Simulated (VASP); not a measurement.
In, 2 atoms in the cell. Symmetry: P6_3/mmc, No. 194, hexagonal system. The conventional cell has a = 3.335 Å, b = 3.335 Å, c = 5.509 Å, α = 90.00°, β = 90.00°, γ = 120.00°. Around In (site symmetry -6m2) lie 12 In at 3.34 to 3.36 Å. This isn't the form of In at room conditions, which is tetragonal.

* Program: VASP 6.6.1
* Task: single point
* Functional: r2SCAN
* Potentials or basis: VASP PAW PBE potentials, release 64 (In_d)
* Cutoff: 520 eV
* k mesh: 10 × 10 × 5
* Occupations: fermi-dirac, width 0.02 eV
* Spin: no spin polarisation
* Dipole correction: no
* Further INCAR settings: ALGO = Normal; EDIFF = 1e-06; NBANDS = 20

Potentials or basis: VASP PAW PBE potentials, release 64 (In_d).

Command:

```console
$ cat potpaw_PBE.64/In_d/POTCAR > POTCAR
$ cp INCAR.step1 INCAR
$ mpirun -np 1 vasp_std > vasp.out
$ cp INCAR.step2 INCAR
$ mpirun -np 1 vasp_std > vasp.out
```

Hardware: 1 thread of Intel(R) Xeon(R) 6975P-C (Granite Rapids), on a shared host.

Problem. Estimate the wall time of this run.

Solution. Run time: 76 s on 1 thread of Intel(R) Xeon(R) 6975P-C (Granite Rapids), on a shared host, peak memory 0.2 GiB. Counts: scf iterations 10, k points 42.
